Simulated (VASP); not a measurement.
Method: PBE GGA + U (Dudarev), VASP's PBE PAW potentials (set 64) (plane waves; VASP).

VASP input:

**KPOINTS**
```
Automatic mesh
0
G
8 8 5
```

**INCAR**
```
SYSTEM = ZnO
PREC = Accurate
ENCUT = 520
EDIFF = 1E-6
NELM = 100
ALGO = Normal
LREAL = .FALSE.
LASPH = .TRUE.
ISMEAR = 0
SIGMA = 0.05
GGA = PE
LMAXMIX = 4
LWAVE = .FALSE.
LCHARG = .FALSE.
ISIF = 2
LDAU = .TRUE.
LDAUTYPE = 2
LDAUL = 2 -1
LDAUU = 6.0 0
LDAUJ = 0 0
LDAUPRINT = 1
LORBIT = 10
```

**POSCAR**
```
ZnO
1
    1.6250000000    -2.8145830000     0.0000000000
    1.6250000000     2.8145830000     0.0000000000
    0.0000000000     0.0000000000     5.2100000000
Zn O
2 2
Direct
  0.6666670000   0.3333330000   0.5000000000
  0.3333330000   0.6666670000   0.0000000000
  0.6666670000   0.3333330000   0.8820000000
  0.3333330000   0.6666670000   0.3820000000
```

POTCAR, in this order: Zn O (PBE.64 set). Program: vasp_std.

Output of the run:

File OSZICAR:
```
       N       E                     dE             d eps       ncg     rms          rms(c)
DAV:   1     0.293806299350E+03    0.29381E+03   -0.19381E+04  1328   0.244E+03
DAV:   2     0.896490321752E+01   -0.28484E+03   -0.27474E+03  1450   0.452E+02
DAV:   3    -0.202680707619E+02   -0.29233E+02   -0.29103E+02  1560   0.156E+02
DAV:   4    -0.207191828290E+02   -0.45111E+00   -0.45093E+00  1434   0.211E+01
DAV:   5    -0.207216459489E+02   -0.24631E-02   -0.24630E-02  1530   0.137E+00    0.170E+01
DAV:   6    -0.174861002151E+02    0.32355E+01   -0.10218E+01  1976   0.759E+01    0.114E+01
DAV:   7    -0.177900213162E+02   -0.30392E+00   -0.36108E+00  1320   0.173E+01    0.638E+00
DAV:   8    -0.178194394613E+02   -0.29418E-01   -0.75449E-01  1704   0.746E+00    0.208E+00
DAV:   9    -0.177559334529E+02    0.63506E-01   -0.24049E-01  1998   0.760E+00    0.224E-01
DAV:  10    -0.177581475825E+02   -0.22141E-02   -0.25800E-02  1332   0.204E+00    0.888E-02
DAV:  11    -0.177587391683E+02   -0.59159E-03   -0.44780E-03  1998   0.123E+00    0.143E-01
DAV:  12    -0.177584630287E+02    0.27614E-03   -0.13354E-03  1978   0.541E-01    0.240E-02
DAV:  13    -0.177584852197E+02   -0.22191E-04   -0.12613E-04  1362   0.147E-01    0.262E-02
DAV:  14    -0.177584826428E+02    0.25769E-05   -0.32332E-05  1684   0.632E-02    0.476E-03
DAV:  15    -0.177584827025E+02   -0.59742E-07   -0.71331E-06  1794   0.237E-02
   1 F= -.17758483E+02 E0= -.17758483E+02  d E =-.989895E-18
```

### OUTCAR
```
------------------------ aborting loop because EDIFF is reached ----------------------------------------
  FORCE on cell =-STRESS in cart. coord.  units (eV):
  Direction    XX          YY          ZZ          XY          YZ          ZX
  --------------------------------------------------------------------------------------
  Total       -1.1408034     -1.1408038     -1.0486487      0.0000000      0.0000000      0.0000000
  in kB      -38.3518449    -38.3518568    -35.2537611      0.0000000      0.0000000      0.0000000
  external PRESSURE =     -37.3191543 kB  Pullay stress =       0.0000000 kB
  volume of cell :       47.66
      direct lattice vectors                 reciprocal lattice vectors
     1.625000000 -2.814583000  0.000000000     0.307692308 -0.177646209  0.000000000
     1.625000000  2.814583000  0.000000000     0.307692308  0.177646209  0.000000000
     0.000000000  0.000000000  5.210000000     0.000000000  0.000000000  0.191938580
  FREE ENERGIE OF THE ION-ELECTRON SYSTEM (eV)
  ---------------------------------------------------
  free  energy   TOTEN  =       -17.7584827025 eV

  energy  without entropy=      -17.7584827025  energy(sigma->0) =      -17.75848270

 total charge

# of ion       s       p       d       tot
------------------------------------------
    1        0.446   0.471  10.025  10.942
    2        0.446   0.471  10.025  10.942
    3        1.545   3.458   0.000   5.003
    4        1.545   3.458   0.000   5.003
--------------------------------------------------
tot          3.983   7.857  20.050  31.890
```
(Selected blocks of OUTCAR.)

The compound is ZnO in the wurtzite structure. The cell was not relaxed at this level. The run is one of a series of settings (LDAU = .TRUE., LDAUJ = 0 0, LDAUL = 2 -1, LDAUTYPE = 2, LDAUU = 6.0 0 against the base run), some of them coarse on purpose.
